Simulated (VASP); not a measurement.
Here is the system:

```
CELL_PARAMETERS angstrom
      4.60233     0.00000     0.00000
      0.00000     4.60233     0.00000
      0.00000     0.00000     2.96016
ATOMIC_POSITIONS crystal
  Ti 0.00000 0.00000 0.00000
  Ti 0.50000 0.50000 0.50000
  O  0.30451 0.30451 0.00000
  O  0.80451 0.19549 0.50000
  O  0.19549 0.80451 0.50000
  O  0.69549 0.69549 0.00000
```

Computed with r2SCAN meta-GGA, VASP's PBE PAW potentials (set 64) (plane waves; VASP 6.6.1). Numerical set-up: 620 eV cut-off, 5×5×8 Γ-centred mesh, Gaussian smearing of 0.050 eV, potentials Ti_sv O.

Energy and stress use the plane-wave basis of the starting cell.

The ions, cell shape and volume at an external pressure of 5.0 GPa are relaxed. Predict the relaxed structure.

```
CELL_PARAMETERS angstrom
      4.56336     0.00000     0.00000
      0.00000     4.56336     0.00000
      0.00000     0.00000     2.94673
ATOMIC_POSITIONS crystal
  Ti 0.00000 0.00000 0.00000
  Ti 0.50000 0.50000 0.50000
  O  0.30390 0.30390 0.00000
  O  0.80390 0.19610 0.50000
  O  0.19610 0.80390 0.50000
  O  0.69610 0.69610 0.00000
```
Space group P4_2/mnm (136), at a tolerance of 0.03 Å.

How do energy and volume change from the first to the last step?

The energy (σ→0) changes by +3.2 meV/atom and the volume by -2.1 %, in 4 ionic steps.

```
step  E(σ→0) (eV)  max force (eV/Å)  pressure (GPa)  volume (Å³)
----  -----------  ----------------  --------------  -----------
1        -69.8111             0.009           -0.24        62.70
2        -69.6899             0.265           13.60        59.65
3        -69.7932             0.097            4.97        61.45
4        -69.7920             0.003            4.99        61.36
```

The compound is TiO2 in the rutile structure. This run relaxes it under an external pressure of 5 GPa. Symmetry was kept, so distortions that lower it aren't found.
